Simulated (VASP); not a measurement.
A convergence study with VASP on BP (zinc blende): one setting is varied, all else stays as given below, so the limit is that of these other settings. Each run relaxes cell and ions from the cell shown.

```
CELL_PARAMETERS angstrom
      0.00000     2.27000     2.27000
      2.27000     0.00000     2.27000
      2.27000     2.27000     0.00000
ATOMIC_POSITIONS crystal
  B  0.00000 0.00000 0.00000
  P  0.25000 0.25000 0.25000
```

Computed with LDA (Ceperley-Alder, Perdew-Zunger), VASP's LDA PAW potentials (set 64) (plane waves; VASP). The tightest run used: 700 eV cut-off, 14×14×14 Γ-centred mesh, Gaussian smearing of 0.050 eV, potentials B P.

Gaps are read on the run's mesh, which can miss a band edge.

Problem. The settings run are 2×2×2 mesh; 3×3×3 mesh; 4×4×4 mesh; 5×5×5 mesh; 6×6×6 mesh; 7×7×7 mesh; 9×9×9 mesh; 10×10×10 mesh; 11×11×11 mesh; 12×12×12 mesh; 13×13×13 mesh; 14×14×14 mesh. From which on does the relaxed volume stay within 0.02 Å³/atom of the tightest run?

Solution. From 6×6×6 mesh on: it is off by 0.009 there and by no more than 0.02 in any finer run, while 5×5×5 mesh is off by 0.025.
```tsv
setting	relaxed volume (Å³/atom)	E (eV/atom)	gap on the mesh (eV)	irreducible k-points	difference judged (Å³/atom)
2×2×2 mesh	12.391	-5.7682	1.165	3	1.076
3×3×3 mesh	11.552	-6.8809	1.252	4	0.238
4×4×4 mesh	11.387	-7.1123	1.224	8	0.073
5×5×5 mesh	11.339	-7.1736	1.142	10	0.025
6×6×6 mesh	11.323	-7.1920	1.240	16	0.009
7×7×7 mesh	11.318	-7.1979	1.147	20	0.003
9×9×9 mesh	11.315	-7.2007	1.162	35	0.001
10×10×10 mesh	11.314	-7.2009	1.151	47	0.000
11×11×11 mesh	11.314	-7.2010	1.177	56	0.000
12×12×12 mesh	11.314	-7.2011	1.145	72	0.000
13×13×13 mesh	11.314	-7.2011	1.168	84	0.000
14×14×14 mesh	11.314	-7.2011	1.148	104	0.000
```

Left out are rungs that failed or repeat a setting and relaxations that didn't move; long series are thinned to 24 rows.

The compound is BP in the zinc blende structure.
